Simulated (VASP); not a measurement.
Here is the system:

```xyz
4
Lattice="1.9247 -3.3337 0.0000 1.9247 3.3337 0.0000 0.0000 0.0000 6.3054" Properties=species:S:1:pos:R:3 pbc="T T T"
Zn     1.9247    -1.1112     3.1534
Zn     1.9247     1.1112     0.0007
S      1.9247    -1.1112     5.5165
S      1.9247     1.1112     2.3638
```

Calculation: PBE GGA, VASP's PBE PAW potentials (set 64) (plane waves; VASP). Run with 520 eV cut-off, Gaussian smearing of 0.050 eV, potentials Zn S.

Q: Give the energies of bands 8 to 21 at the high-symmetry points, in eV from the valence-band maximum.

A: 
| band | Γ | M | K | A | L | H |
|---|---|---|---|---|---|---|
| 8 | -5.82 | -5.89 | -5.85 | -6.20 | -5.93 | -5.88 |
| 9 | -5.82 | -5.76 | -5.81 | -5.78 | -5.75 | -5.82 |
| 10 | -5.75 | -5.71 | -5.79 | -5.78 | -5.75 | -5.82 |
| 11 | -5.75 | -5.62 | -5.56 | -5.78 | -5.59 | -5.47 |
| 12 | -5.60 | -5.62 | -5.56 | -5.78 | -5.59 | -5.47 |
| 13 | -5.15 | -4.70 | -4.19 | -2.79 | -4.73 | -4.61 |
| 14 | -0.85 | -4.00 | -4.19 | -2.79 | -4.73 | -4.61 |
| 15 | -0.85 | -3.13 | -3.67 | -0.45 | -1.55 | -2.91 |
| 16 | -0.07 | -2.14 | -2.21 | -0.45 | -1.55 | -2.91 |
| 17 | 0.00 | -1.60 | -2.21 | -0.45 | -1.54 | -1.28 |
| 18 | 0.00 | -0.84 | -1.99 | -0.45 | -1.54 | -1.28 |
| 19 | 2.08 | 3.68 | 4.37 | 3.47 | 3.54 | 4.46 |
| 20 | 3.04 | 4.18 | 5.77 | 3.47 | 3.54 | 4.46 |
| 21 | 6.33 | 5.15 | 5.77 | 6.77 | 5.24 | 6.37 |

The gap is direct, 2.07 eV, from the valence maximum at Γ to the conduction minimum at Γ.

Measured: gap 3.91 eV (computed value off by -1.84 eV), as given by Mehmet Aras et al., The Journal of Chemical Physics (2014), arXiv:1312.4272.

The compound is ZnS in the wurtzite structure, the high-temperature form. It was relaxed first.
